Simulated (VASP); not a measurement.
Data:

```xyz
2
Lattice="0.0000 3.2029 3.2029 3.2029 0.0000 3.2029 3.2029 3.2029 0.0000" Properties=species:S:1:pos:R:3 pbc="T T T"
Sn     0.0000     0.0000     0.0000
Te     3.2029     3.2029     3.2029
```

Method: PBE GGA, VASP's PBE PAW potentials (set 64) (plane waves; VASP). Numerical set-up: PREC = Normal, EDIFF = 1E-5, 400 eV cut-off, 8×8×8 Γ-centred mesh, Gaussian smearing of 0.050 eV, potentials Sn_d Te.

Unless said otherwise, spin-orbit coupling is left out, though it shifts the bands of the heavy elements here.

### Question
What does the run give for the energy per atom (σ→0), band gap (on the k-mesh) with the smallest direct gap where there is one?

### Answer

The band gap (on the k-mesh) comes out as 0.05 eV and the smallest direct gap (on the k-mesh) is 0.05 eV. The energy per atom (σ→0) is -3.782 eV/atom.

Only differences to runs with the same potentials and settings are physical.

The compound is SnTe in the rock salt structure, which distorts at low temperature. It was relaxed first.
